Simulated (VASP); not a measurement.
Output of a VASP run:

### OSZICAR
```
       N       E                     dE             d eps       ncg     rms          rms(c)
DAV:   1     0.149818424217E+03    0.14982E+03   -0.10581E+04  2136   0.133E+03
DAV:   2    -0.163101735512E+02   -0.16613E+03   -0.16160E+03  2140   0.299E+02
DAV:   3    -0.242231227835E+02   -0.79129E+01   -0.76709E+01  2431   0.802E+01
DAV:   4    -0.244457458259E+02   -0.22262E+00   -0.22132E+00  2400   0.129E+01
DAV:   5    -0.244535512469E+02   -0.78054E-02   -0.78021E-02  2608   0.253E+00    0.145E+01
DAV:   6    -0.273635745811E+02   -0.29100E+01   -0.42413E+01  2332   0.119E+02    0.184E+01
DAV:   7    -0.226875198607E+02    0.46761E+01   -0.15069E+01  2335   0.826E+01    0.412E+00
DAV:   8    -0.227411559979E+02   -0.53636E-01   -0.17651E+00  2934   0.119E+01    0.266E+00
DAV:   9    -0.226795238724E+02    0.61632E-01   -0.27171E-01  2412   0.886E+00    0.597E-01
DAV:  10    -0.226800554374E+02   -0.53156E-03   -0.82162E-03  2340   0.920E-01    0.468E-01
DAV:  11    -0.226795068028E+02    0.54863E-03   -0.56446E-04  2429   0.239E-01    0.142E-01
DAV:  12    -0.226793609786E+02    0.14582E-03   -0.50975E-04  2940   0.393E-01    0.292E-02
DAV:  13    -0.226793646600E+02   -0.36814E-05   -0.67493E-05  2379   0.628E-02    0.293E-02
DAV:  14    -0.226793634948E+02    0.11652E-05   -0.20338E-06  2439   0.139E-02    0.981E-03
DAV:  15    -0.226793625766E+02    0.91813E-06   -0.36126E-07  1899   0.786E-03    0.194E-03
DAV:  16    -0.226793625348E+02    0.41814E-07   -0.11490E-07  1408   0.263E-03
   1 F= -.22679363E+02 E0= -.22679363E+02  d E =0.000000E+00
```

**OUTCAR**
```
------------------------ aborting loop because EDIFF is reached ----------------------------------------
  FORCE on cell =-STRESS in cart. coord.  units (eV):
  Direction    XX          YY          ZZ          XY          YZ          ZX
  --------------------------------------------------------------------------------------
  Total       -0.0461625     -0.0461625      0.0201350      0.0000000      0.0000000      0.0000000
  in kB       -1.0991829     -1.0991827      0.4794381      0.0000000      0.0000000      0.0000000
  external PRESSURE =      -0.5729758 kB  Pullay stress =       0.0000000 kB
  volume of cell :       67.29
      direct lattice vectors                 reciprocal lattice vectors
     3.913737514  0.000000000  0.000000000     0.255510237  0.147518913  0.000000000
    -1.956868757  3.389395905  0.000000000     0.000000000  0.295037826  0.000000000
     0.000000000  0.000000000  5.072429824     0.000000000  0.000000000  0.197144176
 POSITION                                       TOTAL-FORCE (eV/Angst)
 -----------------------------------------------------------------------------------
      0.00000      0.00000      0.00000         0.000000      0.000000     -0.000000
      0.00000      0.00000      2.53621         0.000000      0.000000     -0.000000
     -0.00000      2.25960      1.26811        -0.000000     -0.000000     -0.000000
      1.95687      1.12980      3.80432        -0.000000      0.000000      0.000000
 -----------------------------------------------------------------------------------
    total drift:                               -0.000000      0.000000      0.000000
  FREE ENERGIE OF THE ION-ELECTRON SYSTEM (eV)
  ---------------------------------------------------
  free  energy   TOTEN  =       -22.6793625348 eV

  energy  without entropy=      -22.6793625348  energy(sigma->0) =      -22.67936253

 total charge

# of ion       s       p       d       tot
------------------------------------------
    1        0.461   0.505   8.472   9.438
    2        0.461   0.505   8.472   9.438
    3        1.129   1.232   0.079   2.440
    4        1.129   1.232   0.079   2.440
--------------------------------------------------
tot          3.181   3.474  17.100  23.756

 Electric field gradients after diagonalization (V/A^2)
 (convention: |V_zz| > |V_xx| > |V_yy|)
----------------------------------------------------------------------
 ion       V_xx      V_yy      V_zz     asymmetry (V_yy - V_xx)/ V_zz
----------------------------------------------------------------------
   1      11.920    11.920   -23.840       0.000
   2      11.920    11.920   -23.840       0.000
   3     -40.193   -40.193    80.386       0.000
   4     -40.193   -40.193    80.386       0.000
```
(Selected blocks of OUTCAR.)

POSCAR:
```
NiSb
1
    3.9137375143    -0.0000000000    -0.0000000000
   -1.9568687572     3.3893959055     0.0000000000
   -0.0000000000     0.0000000000     5.0724298236
Ni Sb
2 2
Direct
  1.0000000000   1.0000000000   1.0000000000
  1.0000000000   1.0000000000   0.5000000000
  0.3333330000   0.6666670000   0.2500000000
  0.6666670000   0.3333330000   0.7500000000
```

Reconstruct the remaining input files.

This is not unique; one that fits is the input of the run itself, PBEsol GGA, plane waves, VASP's PBE PAW potentials (set 64).

KPOINTS:
```
Automatic mesh
0
Gamma
10 10 7
0 0 0
```

INCAR:
```
! general
SYSTEM =NiSb
PREC   =Accurate
ENCUT  =400
LREAL  =.FALSE.
LASPH  =.TRUE.

! electronic loop
EDIFF  =1E-7
NELM   =100
ALGO   =Normal
LMAXMIX=4

! smearing
ISMEAR =-5

! functional
GGA    =PS

! ions
ISIF   =2

! output
LWAVE  =.FALSE.
LCHARG =.TRUE.
LORBIT =11
NEDOS  =601

! other
LEFG   =.TRUE.
```

POTCAR, in this order: Ni Sb (PBE.64 set). Program: vasp_std.

For a metal the tetrahedron method with Blöchl corrections gives inexact stress and forces.

The structure was generated: NiSb was put into the NiAs type type (P6_3/mmc), which need not be its known phase. It was relaxed first, which changed the volume by -24 %. The run is not spin-polarised, so no magnetic state was tried.
